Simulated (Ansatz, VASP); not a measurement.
# Rh (Rhodium) in two plane-wave programs, part 2 of 2

One calculation is typed for both programs; each brings its own data sets. How far apart do they land? The cell is taken from a series of runs on this material, whose earlier steps may have relaxed, scaled, displaced or heated it; both programs get it as it stands. Valence electrons are named where the data sets of a main pair hold unlike numbers.

VASP 6.6.1 and Ansatz 0.2.0.

So far. Step 2 (Ansatz: single point, r2SCAN with rVV10): The run ends at a pressure of 3.05 GPa.

### 4. Comparison

Known differences besides the potentials themselves: VASP keeps PBE cores, Ansatz makes them for the functional; the cutoff is 500 eV in Ansatz and 460 eV in VASP. Total energies have different zeros and are not compared.

Both answers:

```csv
quantity,Ansatz,VASP,difference
pressure (GPa),3.05,-0.46,+3.50
```

### 5. VASP: single point, PBEsol

A single point gives forces, pressure and levels at one fixed geometry, so differences don't come from the geometry; what else differs is listed under the comparison. The cell compared in this pair holds 13.31 Å³, against 13.44 Å³ for the pair before.

INCAR

```
SYSTEM = Rh
PREC = Accurate
ENCUT = 460
EDIFF = 1E-06
NELM = 100
ISMEAR = 1
SIGMA = 0.1
LREAL = .FALSE.
ALGO = Normal
GGA = PS
NBANDS = 14
LORBIT = 11
LWAVE = .FALSE.
LCHARG = .FALSE.
KPAR = 2
ISIF = 2
```

POSCAR

```
Rh
1.0
    0.0000000000      1.8809691500      1.8809691500
    1.8809691500      0.0000000000      1.8809691500
    1.8809691500      1.8809691500      0.0000000000
Rh
1
Direct
    0.0000000000      0.0000000000      0.0000000000
```

KPOINTS

```
Automatic mesh
0
Gamma
12 12 12
0 0 0
```

PAW data sets: Rh_sv_GW (PBE family, release 64).

The run is started by

```bash
mpirun -np 2 vasp_std
```

Numbers of over 12 decimals in the logs are rounded to 6 here.

Log:

```text
[banner, memory and clock lines left out]
running    2 mpi-ranks, on    1 nodes
[...]
[... a notice as in an earlier step ...]

 LDA part: xc-table for (Slater+PW92), standard interpolation
 POSCAR, INCAR and KPOINTS ok, starting setup
[...]
entering main loop
       N       E                     dE             d eps       ncg     rms          rms(c)
DAV:   1     0.211388308876E+03    0.21139E+03   -0.94193E+03  2198   0.139E+03
DAV:   2     0.131006918521E+01   -0.21008E+03   -0.19334E+03  2088   0.598E+02
DAV:   3    -0.832995772315E+01   -0.96400E+01   -0.93044E+01  2792   0.120E+02
DAV:   4    -0.855730487135E+01   -0.22735E+00   -0.22727E+00  2316   0.206E+01
[...]
DAV:   9    -0.729567577582E+01    0.86233E-05   -0.33245E-04  3044   0.376E-01    0.129E-01
DAV:  10    -0.729565564184E+01    0.20134E-04   -0.24314E-05  2710   0.878E-02    0.301E-02
DAV:  11    -0.729565591341E+01   -0.27157E-06   -0.11412E-06  1734   0.282E-02
   1 F= -.72956559E+01 E0= -.72956689E+01  d E =0.389277E-04
```

OUTCAR, selected parts (step 5):

```text
  Total        0.0907220      0.0907220      0.0907220     -0.0000000     -0.0000000      0.0000000
  in kB       10.9206478     10.9206478     10.9206478     -0.0000000     -0.0000000      0.0000000
  external PRESSURE =      10.9206478 kB  Pullay stress =       0.0000000 kB

 POSITION                                       TOTAL-FORCE (eV/Angst)
 -----------------------------------------------------------------------------------
      0.00000      0.00000      0.00000         0.000000     -0.000000      0.000000
 -----------------------------------------------------------------------------------
    total drift:                               -0.000000     -0.000000     -0.000000

  FREE ENERGIE OF THE ION-ELECTRON SYSTEM (eV)
  ---------------------------------------------------
  free  energy   TOTEN  =        -7.2956559134 eV

  energy  without entropy=       -7.2956948411  energy(sigma->0) =       -7.29566889

[... 1 part as in an earlier step ...]

[... 2 further parts left out ...]
[key lines of the parts left out:]
E-fermi :  11.3490
```

The run ends at a pressure of 1.09 GPa.

### 6. Ansatz: single point, PBEsol

The same cell, functional, mesh and smearing now go to Ansatz, which takes its cutoff from its data sets.

The cell is taken from a series of runs on this material, whose earlier steps may have relaxed, scaled, displaced or heated it; both programs get it as it stands.

input.yaml

```yaml
crystal:
  lattice:
    - [0.0, 1.88096915, 1.88096915]
    - [1.88096915, 0.0, 1.88096915]
    - [1.88096915, 1.88096915, 0.0]
  atoms:
    - { symbol: Rh, position: [0.0, 0.0, 0.0] }
hamiltonian:
  xc: pbesol
  pseudopotentials: { kind: paw }
kpoints:
  mp_grid: { grid: [12, 12, 12] }
scf:
  occupations: { method: methfessel_paxton, width: 0.1 }
  n_extra_bands: 4
output:
  forces: true
  stress: true
  eigenvalues: true
```

The run is started by

```bash
ansatz run input.yaml --threads 2 --pin off --max-ram 4608MiB --backend cpu --events-out ev --progress --plain --runs-dir out
```

Log:

```text
[...]
Crystal: 1 atoms, lattice volume = 13.310 Å³
Basis set: ecut = 420 eV, 259 PW (Γ), exchange–correlation on 36×36×36 points (8 copies of the dense FFT grid, shifted against one another)
Bands: 13, of which v1, the nominal top of the filled ones, is band 9 counted from 1 (8 counted from 0)
Symmetry: 48 space group operations
[...]
k-points: 72 of 1728
[...]
--- Band table (eV; the first three rows and the last of 72) ---
  k-point 0: bands = [... 5 lower, 19.9200, 19.9200, 19.9200, 22.1396, 22.1396, 38.8843, 44.3812, 44.3812]
  k-point 1: bands = [... 5 lower, 19.7942, 20.0316, 20.0316, 22.0785, 22.0785, 39.3004, 43.0726, 44.8038]
  k-point 2: bands = [... 5 lower, 19.5714, 20.2578, 20.2578, 22.0254, 22.0254, 40.2305, 40.7798, 45.9920]
  k-point 71: bands = [... 5 lower, 19.1618, 19.1618, 21.8995, 24.2328, 32.9884, 32.9884, 34.6369, 36.1142]
[key lines of the parts left out:]
SCF converged after 5 iterations
Free energy (F): -6338.747902 eV
Fermi energy:    23.232115 eV
P = ⅓ Tr σ = 4.1590 GPa (41.590 kbar)
```

The run ends at a pressure of 4.16 GPa.

### 7. Side by side

What differs besides the data sets and the points named for the pairs above, as far as they apply: the cutoff is 420 eV in Ansatz and 460 eV in VASP; Ansatz makes its cores anew for this functional, VASP keeps those of its PBE data sets; VASP leaves aspherical gradient terms in its spheres out (LASPH is not set), Ansatz keeps them. Total energies have different zeros and are not compared.

The two programs side by side:

```
                                        quantity  Ansatz  VASP  difference
                                  pressure (GPa)    4.16  1.09       +3.07
pressure without Ansatz's Pulay correction (GPa)    4.06  1.09       +2.97
```

Ansatz's pressure holds a Pulay correction of 0.10 GPa; VASP's holds none.

### 8. Outcome

| Property | Result |
| --- | --- |
| difference in pressure (single point, r2SCAN with rVV10) | 3.5 GPa |
| difference in pressure (single point, PBEsol) | 3.1 GPa |

What this shows: The difference in pressure is 3.5 GPa (single point, r2SCAN with rVV10), beyond the 1 GPa picked in this series as the mark of a large difference. What causes the difference of the single point, r2SCAN with rVV10 pair stays open here. What causes the difference of the single point, PBEsol pair stays open here. How closely two codes agree says nothing of how well the functional describes the real material.

[Lines on the potential files, build, host, timing and source positions are cut from VASP's logs without a mark.]

[Logs are printed without paths, hosts, clocks, repeated set-up lines and the standing remarks that a program may print on its own settings, such as how far it seeks lower states.]

[Hosts, paths, dates, database ids (printed as entryN), source tags and the programs' standing remarks are cut or masked in the printed files.]
